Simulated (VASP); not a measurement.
All values below come from PBEsol GGA, VASP's PBE PAW potentials (set 64) (plane waves; VASP).

VASP ran on this input.

**POSCAR**
```
GdN
3.4116960
  0.0000000000   0.7071068405   0.7071068405
  0.7071068405   0.0000000000   0.7071068405
  0.7071068405   0.7071068405   0.0000000000
Gd N
1 1
Cartesian
  0.0000000000   0.0000000000   0.0000000000
  0.7071068405   0.7071068405   0.7071068405
```

**KPOINTS**
```
Automatic mesh
0
Gamma
13 13 13
0 0 0
```

**INCAR**
```
SYSTEM = GdN
PREC = Accurate
ENCUT = 520
EDIFF = 1E-7
NELM = 100
ALGO = Normal
LREAL = .FALSE.
LASPH = .TRUE.
ISMEAR = 1
SIGMA = 0.1
GGA = PS
LMAXMIX = 6
LWAVE = .FALSE.
LCHARG = .FALSE.
ISIF = 2
```

POTCAR, in this order: Gd_3 N (PBE.64 set). Program: vasp_std.

Problem. What will the output report for the number of irreducible k-points (NKPTS), largest plane-wave count, number of space-group operations, FFT grid (NGX, NGY, NGZ)?

Solution. 
* **number of irreducible k-points (NKPTS)**: 84
* **largest plane-wave count**: 769
* **number of space-group operations**: 48
* **FFT grid (NGX, NGY, NGZ)**: 28 × 28 × 28

The compound is GdN in the rock salt structure. This cell is one point of a volume scan, at 0.94 of the reference volume. The 4f electrons are frozen in the core of the lanthanide potential, so 4f levels, which can set the real gap, and their magnetism are missing.
